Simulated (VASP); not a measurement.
Calculation: PBEsol GGA, VASP's PBE PAW potentials (set 64) (plane waves; VASP).

A VASP calculation is set up with these files.

POSCAR:
```
SnSe2
1
    3.7516150000     0.0000000000     0.0000000000
   -1.8758080000     3.2489940000     0.0000000000
    0.0000000000     0.0000000000     6.3334620000
Sn Se
1 2
Direct
  0.0051560000   0.0005570000  -0.0015300000
  0.6640620000   0.3295730000   0.7572620000
  0.3307820000   0.6698700000   0.2442690000
```

### INCAR
```
ALGO=Normal
EDIFF=1E-03
EDIFFG=-0.03
ENCUT=300
GGA=PS
IBRION=2
ISIF=2
ISMEAR=0
LASPH=.True.
LCHARG=.False.
LMAXMIX=4
LREAL=.False.
LWAVE=.False.
NELM=100
NSW=50
PREC=Accurate
SIGMA=0.01
SYSTEM=SnSe2
```

### KPOINTS
```
Automatic mesh
0
G
  10 10 5
0 0 0
```

POTCAR, in this order: Sn_d Se (PBE.64 set). Program: vasp_std.

The run wrote:

**OSZICAR**
```
       N       E                     dE             d eps       ncg     rms          rms(c)
DAV:   1     0.155713046488E+03    0.15571E+03   -0.94279E+03  8629   0.121E+03
DAV:   2     0.120633446119E+01   -0.15451E+03   -0.15193E+03  9715   0.307E+02
DAV:   3    -0.128457453820E+02   -0.14052E+02   -0.13712E+02 10543   0.984E+01
DAV:   4    -0.131845705475E+02   -0.33883E+00   -0.33856E+00 11278   0.167E+01
DAV:   5    -0.131914758248E+02   -0.69053E-02   -0.69049E-02 12347   0.218E+00    0.540E+00
DAV:   6    -0.129427068651E+02    0.24877E+00   -0.51635E-01 13001   0.872E+00    0.343E+00
DAV:   7    -0.129082559248E+02    0.34451E-01   -0.16781E-01 11121   0.323E+00    0.855E-01
DAV:   8    -0.129061322829E+02    0.21236E-02   -0.13130E-02 10670   0.128E+00    0.260E-01
DAV:   9    -0.129061378991E+02   -0.56161E-05   -0.11790E-03  6528   0.251E-01
   1 F= -.12906138E+02 E0= -.12906138E+02  d E =-.129061E+02
       N       E                     dE             d eps       ncg     rms          rms(c)
DAV:   1    -0.129348966578E+02   -0.28764E-01   -0.35499E+00  8756   0.120E+01    0.502E-01
DAV:   2    -0.129486425975E+02   -0.13746E-01   -0.16429E-01 11999   0.299E+00    0.208E-01
DAV:   3    -0.129485183739E+02    0.12422E-03   -0.35334E-03  9808   0.465E-01
   2 F= -.12948518E+02 E0= -.12948518E+02  d E =-.423805E-01
       N       E                     dE             d eps       ncg     rms          rms(c)
DAV:   1    -0.129516814198E+02   -0.30388E-02   -0.15989E+00  8783   0.802E+00    0.331E-01
DAV:   2    -0.129573954957E+02   -0.57141E-02   -0.70126E-02 12131   0.199E+00    0.154E-01
DAV:   3    -0.129572776309E+02    0.11786E-03   -0.14380E-03  6990   0.312E-01
   3 F= -.12957278E+02 E0= -.12957278E+02  d E =-.511397E-01
       N       E                     dE             d eps       ncg     rms          rms(c)
DAV:   1    -0.129563035755E+02    0.10919E-02   -0.14324E+00  9255   0.781E+00    0.292E-01
DAV:   2    -0.129598985072E+02   -0.35949E-02   -0.48585E-02 14207   0.183E+00    0.117E-01
DAV:   3    -0.129598558836E+02    0.42624E-04   -0.11373E-03  6080   0.264E-01
   4 F= -.12959856E+02 E0= -.12959856E+02  d E =-.257825E-02
       N       E                     dE             d eps       ncg     rms          rms(c)
DAV:   1    -0.129598729458E+02    0.25561E-04   -0.11118E-01  8841   0.217E+00    0.921E-02
DAV:   2    -0.129601601318E+02   -0.28719E-03   -0.36424E-03  8816   0.497E-01
   5 F= -.12960160E+02 E0= -.12960160E+02  d E =-.288250E-02
       N       E                     dE             d eps       ncg     rms          rms(c)
DAV:   1    -0.129601377283E+02   -0.26478E-03   -0.81317E-03  8433   0.603E-01    0.291E-02
DAV:   2    -0.129601508635E+02   -0.13135E-04   -0.22378E-04  4369   0.139E-01
   6 F= -.12960151E+02 E0= -.12960151E+02  d E =-.287323E-02
       N       E                     dE             d eps       ncg     rms          rms(c)
DAV:   1    -0.129601602788E+02   -0.22550E-04   -0.15151E-03  5594   0.268E-01    0.163E-02
DAV:   2    -0.129601685210E+02   -0.82423E-05   -0.10478E-04  4336   0.102E-01
   7 F= -.12960169E+02 E0= -.12960169E+02  d E =-.289089E-02
       N       E                     dE             d eps       ncg     rms          rms(c)
DAV:   1    -0.129601636728E+02   -0.33941E-05   -0.22691E-04  4328   0.106E-01    0.111E-02
DAV:   2    -0.129601656273E+02   -0.19545E-05   -0.25707E-05  4326   0.491E-02
   8 F= -.12960166E+02 E0= -.12960166E+02  d E =-.288800E-02
       N       E                     dE             d eps       ncg     rms          rms(c)
DAV:   1    -0.129601457642E+02    0.17909E-04   -0.45729E-02 10272   0.137E+00    0.491E-02
DAV:   2    -0.129602188133E+02   -0.73049E-04   -0.11233E-03  4458   0.311E-01
   9 F= -.12960219E+02 E0= -.12960219E+02  d E =-.531860E-04
       N       E                     dE             d eps       ncg     rms          rms(c)
DAV:   1    -0.129602158139E+02   -0.70050E-04   -0.79506E-03  6584   0.596E-01    0.342E-02
DAV:   2    -0.129602386914E+02   -0.22878E-04   -0.30994E-04  4317   0.185E-01
  10 F= -.12960239E+02 E0= -.12960239E+02  d E =-.730641E-04
       N       E                     dE             d eps       ncg     rms          rms(c)
DAV:   1    -0.129602479407E+02   -0.32127E-04   -0.19593E-03  6331   0.289E-01    0.148E-02
DAV:   2    -0.129602519763E+02   -0.40355E-05   -0.74455E-05  4311   0.904E-02
  11 F= -.12960252E+02 E0= -.12960252E+02  d E =-.863489E-04
       N       E                     dE             d eps       ncg     rms          rms(c)
DAV:   1    -0.129602476038E+02    0.33691E-06   -0.36537E-04  4311   0.132E-01    0.124E-02
DAV:   2    -0.129602512407E+02   -0.36369E-05   -0.43835E-05  4304   0.658E-02
  12 F= -.12960251E+02 E0= -.12960251E+02  d E =-.856133E-04
       N       E                     dE             d eps       ncg     rms          rms(c)
DAV:   1    -0.129602525351E+02   -0.49313E-05   -0.11221E-04  4301   0.749E-02    0.904E-03
DAV:   2    -0.129602534908E+02   -0.95568E-06   -0.13891E-05  4299   0.417E-02
  13 F= -.12960253E+02 E0= -.12960253E+02  d E =-.878635E-04
       N       E                     dE             d eps       ncg     rms          rms(c)
DAV:   1    -0.129602531525E+02   -0.61743E-06   -0.26028E-05  4299   0.384E-02    0.441E-03
DAV:   2    -0.129602534137E+02   -0.26119E-06   -0.47249E-06  4296   0.263E-02
  14 F= -.12960253E+02 E0= -.12960253E+02  d E =-.877864E-04
```

### OUTCAR
```
------------------------ aborting loop because EDIFF is reached ----------------------------------------
  FORCE on cell =-STRESS in cart. coord.  units (eV):
  Direction    XX          YY          ZZ          XY          YZ          ZX
  --------------------------------------------------------------------------------------
  Total        0.9855647      0.9619736     -0.1105773     -0.0079384     -0.0475070      0.0320800
  in kB       20.4544306     19.9648198     -2.2949233     -0.1647535     -0.9859615      0.6657898
  external PRESSURE =      12.7081091 kB  Pullay stress =       0.0000000 kB
  volume of cell :       77.20
      direct lattice vectors                 reciprocal lattice vectors
     3.751615000  0.000000000  0.000000000     0.266551872  0.153893831  0.000000000
    -1.875808000  3.248994000  0.000000000     0.000000000  0.307787580  0.000000000
     0.000000000  0.000000000  6.333462000     0.000000000  0.000000000  0.157891529
 POSITION                                       TOTAL-FORCE (eV/Angst)
 -----------------------------------------------------------------------------------
      0.00161      0.00027      0.00065        -0.017666     -0.002731     -0.006663
      1.87797      1.07846      4.72307        -0.003370      0.019342     -0.003342
     -0.00377      2.17026      1.60974         0.021036     -0.016611      0.010004
 -----------------------------------------------------------------------------------
    total drift:                               -0.004941     -0.000928      0.011188
  FREE ENERGIE OF THE ION-ELECTRON SYSTEM (eV)
  ---------------------------------------------------
  free  energy   TOTEN  =       -12.9602534137 eV

  energy  without entropy=      -12.9602534137  energy(sigma->0) =      -12.96025341

 reached required accuracy - stopping structural energy minimisation
```
(Selected blocks of OUTCAR.)

CONTCAR:
```
SnSe2
   1.00000000000000
     3.7516150000000001    0.0000000000000000    0.0000000000000000
    -1.8758079999999999    3.2489940000000002    0.0000000000000000
     0.0000000000000000    0.0000000000000000    6.3334619999999999
  Sn              Se
     1     2
Direct
     0.0004710683997063    0.0000839211853433    0.0001025622591648
     0.6665438865852220    0.3319365595685573    0.7457334851444396
     0.3329850450150720    0.6679795192461065    0.2541649525963934
```

OUTCAR:
```
 val. band max:        4.1528712269   @ k =  -0.1000   0.1000   0.2000

 cond. band min:       4.5919421054   @ k =   0.0000   0.5000   0.4000


 Fermi energy:         4.2151601164

 k-point     1 :       0.0000    0.0000    0.0000
  band No.  band energies     occupation
      1     -17.0557      2.00000
      2     -17.0554      2.00000
      3     -17.0085      2.00000
      4     -16.9950      2.00000
      5     -16.9949      2.00000
      6      -9.9002      2.00000
      7      -8.2758      2.00000
      8      -2.3390      2.00000
      9       3.6251      2.00000
     10       3.6571      2.00000
     11       3.6809      2.00000
     12       3.9239      2.00000
     13       3.9259      2.00000
     14       5.1860      0.00000
     15       7.2692      0.00000
     16       8.8138      0.00000
     17       8.8487      0.00000

 k-point     2 :       0.1000    0.0000    0.0000
  band No.  band energies     occupation
      1     -17.0601      2.00000
      2     -17.0510      2.00000
      3     -17.0053      2.00000
      4     -16.9986      2.00000
      5     -16.9951      2.00000
      6      -9.7963      2.00000
      7      -8.2026      2.00000
      8      -2.2982      2.00000
      9       2.5314      2.00000
     10       3.2294      2.00000
     11       3.2489      2.00000
     12       3.8280      2.00000
     13       4.0879      2.00000
     14       5.9891      0.00000
     15       7.8215      0.00000
     16       8.5041      0.00000
     17       9.0208      0.00000

 k-point     3 :       0.0000    0.1000    0.0000
  band No.  band energies     occupation
      1     -17.0600      2.00000
      2     -17.0511      2.00000
      3     -17.0053      2.00000
      4     -16.9986      2.00000
      5     -16.9951      2.00000
      6      -9.7963      2.00000
      7      -8.2028      2.00000
      8      -2.2979      2.00000
      9       2.5411      2.00000
     10       3.2262      2.00000
     11       3.2449      2.00000
...
```

At this cut-off the stress carries a Pulay error, which pulls relaxed volumes low. Unless said otherwise, spin-orbit coupling is left out, though it shifts the bands of the heavy elements here.

The structure comes from a computed database's SnSe2 entry; how it stands against other phases isn't given here. In the starting cell atoms are displaced from their ideal sites. This run relaxes the ions in a fixed cell. The run is one of a series of settings (EDIFF = 1E-03, EDIFFG = -0.03, IBRION = 2, NSW = 50 against the base run), some of them coarse on purpose.
